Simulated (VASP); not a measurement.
An input for Ansatz (written as the equivalent of a VASP run, and not itself run):

Ansatz 0.2 input:
```yaml
crystal:
  lattice:
    - [3.6440000, 0.0000000, 0.0000000]
    - [-1.8220000, 3.1557970, 0.0000000]
    - [0.0000000, 0.0000000, 5.8760000]
  atoms:
    - { symbol: Sm, position: [0.3333330, 0.6666670, 0.2500000], spin: 5 }
    - { symbol: Sm, position: [0.6666670, 0.3333330, 0.7500000], spin: 5 }
kpoints:
  mp_grid: { grid: [7, 7, 4] }
hamiltonian:
  xc: pbesol
  pseudopotentials: { kind: paw }
magnetization: { spin_polarized: true }
scf:
  occupations: { method: gaussian, width: 0.05 }
  max_iter: 100
output: { forces: true, stress: true, eigenvalues: true }
```

### Question
Write the VASP files for the same calculation (PBEsol).

### Answer
One answer among several that fit: 
### POSCAR
```
Sm
1
    3.6440000000     0.0000000000     0.0000000000
   -1.8220000000     3.1557970000     0.0000000000
    0.0000000000     0.0000000000     5.8760000000
Sm
2
Direct
  0.3333330000   0.6666670000   0.2500000000
  0.6666670000   0.3333330000   0.7500000000
```

### KPOINTS
```
Automatic mesh
0
Gamma
7 7 4
0 0 0
```

INCAR:
```
# general
SYSTEM  = Sm
PREC    = Accurate
ENCUT   = 300
LREAL   = .False.   # projection in real space or not
LASPH   = .True.   # aspherical one-centre terms

# electronic loop
EDIFF   = 1E-6   # SCF stop (eV)
NELM    = 100   # most electronic steps
ALGO    = Normal   # blocked Davidson
LMAXMIX = 6

# smearing
ISMEAR  = 0
SIGMA   = 0.05   # width (eV)

# functional
GGA     = PS   # PBEsol

# spin
ISPIN   = 2   # spin-polarised
MAGMOM  = 5.0 5.0

# ions
ISIF    = 2

# output
LWAVE   = .False.
LCHARG  = .False.
LORBIT  = 11   # lm-projected
```

POTCAR, in this order: Sm (PBE.64 set). Program: vasp_std.

What does not carry over: each code has its own PAW files, so the cut-off isn't converted (ENCUT is set for VASP's; basis.ecutwfc is left out, and Ansatz then takes the one that its files recommend); Ansatz stops its SCF on the density residual and VASP on the energy change (EDIFF).

The structure comes from a measured Sm entry of the Crystallography Open Database, whose conditions weren't checked. The cell was not relaxed at this level.
